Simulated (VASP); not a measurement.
Consider the following.

```
Mg13S14
1.0
    0.00000     7.83395     7.83395
    7.83395     0.00000     7.83395
    7.83395     7.83395     0.00000
Mg S
26 28
Cartesian
  0.00000   0.00000   0.00000
  2.61132   2.61132   0.00000
  5.22264   5.22264   0.00000
  2.61132   0.00000   2.61132
  5.22263   2.61132   2.61132
  7.83395   5.22264   2.61132
  5.22264   0.00000   5.22264
  7.83395   2.61132   5.22264
 10.44528   5.22264   5.22264
  0.00000   2.61132   2.61132
  2.61132   5.22263   2.61132
  5.22264   7.83395   2.61132
  2.61132   2.61132   5.22263
  5.22263   5.22263   5.22263
  5.22264   2.61132   7.83395
  7.83395   5.22263   7.83395
 10.44528   7.83395   7.83395
  0.00000   5.22264   5.22264
  2.61132   7.83395   5.22264
  5.22264  10.44528   5.22264
  2.61132   5.22264   7.83395
  5.22263   7.83395   7.83395
  7.83395  10.44528   7.83395
  5.22264   5.22264  10.44528
  7.83395   7.83395  10.44528
 10.44528  10.44528  10.44528
  2.61132   2.61132   2.61132
  5.22264   5.22264   2.61132
  7.87670   7.81642   2.58657
  5.22264   2.61132   5.22264
  7.80740   5.25835   5.21972
 10.46658   7.86567   5.21973
  7.83395   2.61132   7.83395
 10.44527   5.22264   7.83395
 13.05658   7.83395   7.83395
  2.61132   5.22264   5.22264
  5.18947   7.78475   5.24770
  7.86493  10.47147   5.25011
  5.22264   5.22264   7.83395
  7.82477   7.83112   7.81203
  7.80404   7.79666   5.19452
 10.44527  10.44527   7.83395
  7.83395   5.22264  10.44527
 10.44527   7.83395  10.44527
 13.05658  10.44527  10.44527
  2.61132   7.83395   7.83395
  5.22264  10.44527   7.83395
  7.83395  13.05658   7.83395
  5.22264   7.83395  10.44527
  7.83395  10.44527  10.44527
 10.44527  13.05658  10.44527
  7.83395   7.83395  13.05658
 10.44527  10.44527  13.05658
 13.05658  13.05658  13.05658
```

Method: PBE GGA, VASP's PBE PAW potentials (set 64) (plane waves; VASP). Settings: PREC = Normal, LREAL = Auto, ISYM = 0, EDIFF = 1E-5, 400 eV cut-off, 1×1×1 Γ-centred mesh, Gaussian smearing of 0.050 eV, potentials Mg S.

The supercell is sampled at Γ alone, which is coarse: total energies, pressure and levels can be off, energies of defects by several tenths of an eV.

The ions are relaxed. Predict the relaxed structure.

```
Mg13S14
1.0
    0.00000     7.83395     7.83395
    7.83395     0.00000     7.83395
    7.83395     7.83395     0.00000
Mg S
26 28
Direct
  0.98886   0.99084   0.00917
  0.00035   0.99975   0.33288
  0.00074   0.99978   0.66683
  0.00047   0.34259   0.00072
  0.00081   0.33352   0.33294
  0.99196   0.33322   0.66676
  0.99101   0.67490   0.00826
  0.98883   0.67580   0.32425
  0.00030   0.66775   0.67583
  0.33936   0.99934   0.00049
  0.33387   0.00006   0.33328
  0.34391   0.99901   0.65739
  0.33158   0.33662   0.99507
  0.34387   0.32407   0.33255
  0.33300   0.66699   0.00038
  0.33925   0.66699   0.33311
  0.33157   0.66194   0.66981
  0.65948   0.00576   0.99437
  0.67412   0.99192   0.32509
  0.66335   0.00474   0.66344
  0.66729   0.33323   0.00029
  0.66321   0.33009   0.33827
  0.66092   0.33324   0.66672
  0.66720   0.66665   0.99997
  0.65951   0.66063   0.33927
  0.66734   0.66705   0.66632
  0.16771   0.16686   0.16572
  0.16722   0.16729   0.50062
  0.18266   0.18769   0.81215
  0.16460   0.50289   0.17996
  0.18220   0.47867   0.52154
  0.14793   0.52403   0.85714
  0.16686   0.83299   0.16701
  0.16772   0.83250   0.50008
  0.16460   0.84668   0.83622
  0.49904   0.16854   0.15997
  0.52909   0.14275   0.47612
  0.49873   0.16691   0.83308
  0.50034   0.49983   0.16750
  0.49883   0.49956   0.50045
  0.30705   0.33306   0.66675
  0.50005   0.50075   0.83403
  0.49924   0.83309   0.16684
  0.49905   0.82662   0.50173
  0.50034   0.83419   0.83319
  0.84751   0.16378   0.15325
  0.83482   0.16597   0.49928
  0.83435   0.16675   0.83328
  0.82752   0.49812   0.17330
  0.83450   0.49983   0.50013
  0.83515   0.49943   0.83268
  0.82341   0.83337   0.16668
  0.84752   0.82005   0.49704
  0.82744   0.84012   0.83151
```

How much energy does the relaxation gain?

The energy (σ→0) changes by -30.4 meV/atom, in 44 ionic steps.

```json
[
 {"step": "1", "E(σ→0) (eV)": "-219.7123", "max force (eV/Å)": "0.384", "pressure (GPa)": "1.76", "volume (Å³)": "961.55"},
 {"step": "2", "E(σ→0) (eV)": "-219.7556", "max force (eV/Å)": "0.522", "pressure (GPa)": "1.79", "volume (Å³)": "961.55"},
 {"step": "3", "E(σ→0) (eV)": "-219.8633", "max force (eV/Å)": "1.070", "pressure (GPa)": "1.79", "volume (Å³)": "961.55"},
 {"step": "4", "E(σ→0) (eV)": "-219.8717", "max force (eV/Å)": "1.636", "pressure (GPa)": "1.88", "volume (Å³)": "961.55"},
 {"step": "5", "E(σ→0) (eV)": "-219.9143", "max force (eV/Å)": "1.405", "pressure (GPa)": "1.81", "volume (Å³)": "961.55"},
 {"step": "6", "E(σ→0) (eV)": "-219.9236", "max force (eV/Å)": "1.421", "pressure (GPa)": "1.81", "volume (Å³)": "961.55"},
 {"step": "7", "E(σ→0) (eV)": "-219.9501", "max force (eV/Å)": "1.453", "pressure (GPa)": "1.81", "volume (Å³)": "961.55"},
 {"step": "8", "E(σ→0) (eV)": "-219.9979", "max force (eV/Å)": "1.520", "pressure (GPa)": "1.83", "volume (Å³)": "961.55"},
 {"step": "9", "E(σ→0) (eV)": "-220.0683", "max force (eV/Å)": "1.566", "pressure (GPa)": "1.87", "volume (Å³)": "961.55"},
 {"step": "10", "E(σ→0) (eV)": "-220.0279", "max force (eV/Å)": "1.333", "pressure (GPa)": "2.03", "volume (Å³)": "961.55"},
 {"step": "11", "E(σ→0) (eV)": "-220.0880", "max force (eV/Å)": "1.507", "pressure (GPa)": "1.91", "volume (Å³)": "961.55"},
 {"step": "12", "E(σ→0) (eV)": "-220.1763", "max force (eV/Å)": "1.310", "pressure (GPa)": "1.92", "volume (Å³)": "961.55"},
 {"step": "13", "E(σ→0) (eV)": "-220.3639", "max force (eV/Å)": "1.206", "pressure (GPa)": "2.00", "volume (Å³)": "961.55"},
 {"step": "14", "E(σ→0) (eV)": "-220.3544", "max force (eV/Å)": "1.409", "pressure (GPa)": "2.29", "volume (Å³)": "961.55"},
 {"step": "15", "E(σ→0) (eV)": "-220.4283", "max force (eV/Å)": "1.159", "pressure (GPa)": "2.12", "volume (Å³)": "961.55"},
 {"step": "16", "E(σ→0) (eV)": "-220.5560", "max force (eV/Å)": "1.087", "pressure (GPa)": "2.08", "volume (Å³)": "961.55"},
 {"step": "17", "E(σ→0) (eV)": "-220.8523", "max force (eV/Å)": "0.864", "pressure (GPa)": "2.01", "volume (Å³)": "961.55"},
 {"step": "18", "E(σ→0) (eV)": "-221.0465", "max force (eV/Å)": "0.470", "pressure (GPa)": "1.98", "volume (Å³)": "961.55"},
 {"step": "19", "E(σ→0) (eV)": "-221.0518", "max force (eV/Å)": "0.481", "pressure (GPa)": "1.97", "volume (Å³)": "961.55"},
 {"step": "20", "E(σ→0) (eV)": "-221.1158", "max force (eV/Å)": "0.350", "pressure (GPa)": "1.95", "volume (Å³)": "961.55"},
 {"step": "21", "E(σ→0) (eV)": "-221.1957", "max force (eV/Å)": "0.239", "pressure (GPa)": "1.94", "volume (Å³)": "961.55"},
 {"step": "22", "E(σ→0) (eV)": "-221.1958", "max force (eV/Å)": "0.233", "pressure (GPa)": "1.94", "volume (Å³)": "961.55"},
 {"step": "23", "E(σ→0) (eV)": "-221.2076", "max force (eV/Å)": "0.131", "pressure (GPa)": "1.95", "volume (Å³)": "961.55"},
 {"step": "24", "E(σ→0) (eV)": "-221.2178", "max force (eV/Å)": "0.274", "pressure (GPa)": "1.97", "volume (Å³)": "961.55"},
 {"step": "25", "E(σ→0) (eV)": "-221.2277", "max force (eV/Å)": "0.161", "pressure (GPa)": "1.97", "volume (Å³)": "961.55"}
]
```

The cell is a supercell with a defect, built from a database entry that may be metastable or hypothetical: S_Mg. The run is not spin-polarised, so no state with unpaired spins was tried.
